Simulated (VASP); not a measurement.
Here is the system:

```yaml
crystal:
  lattice:
    - [4.82924, 0.00000, 0.00000]
    - [0.00000, 7.88612, 0.00000]
    - [0.00000, 0.00000, 23.91052]
  atoms:
    - { symbol: Rb, position: [0.45569, 0.75000, 0.37111] }
    - { symbol: Rb, position: [0.88944, 0.25000, 0.44193] }
    - { symbol: Rb, position: [0.11056, 0.75000, 0.55807] }
    - { symbol: Rb, position: [0.54431, 0.25000, 0.62889] }
```

The numbers are results of PBEsol GGA, VASP's PBE PAW potentials (set 64) (plane waves; VASP), not measurements. Numerical set-up: PREC = Normal, 400 eV cut-off, 6×4×1 Γ-centred mesh, first-order Methfessel-Paxton smearing of 0.10 eV, potentials Rb_sv.

What does the run give for the energy per atom (σ→0), band gap (on the k-mesh) with the smallest direct gap where there is one?

| Item | Value |
|---|---|
| band gap (on the k-mesh) | none (metal, semimetal or under 0.01 eV) |
| energy per atom (σ→0) | -0.894 eV/atom |

Total energies compare only between runs with the same potentials, cut-off and functional.

The cell is a thin slab with vacuum, built from Rb (bcc): (211) face.
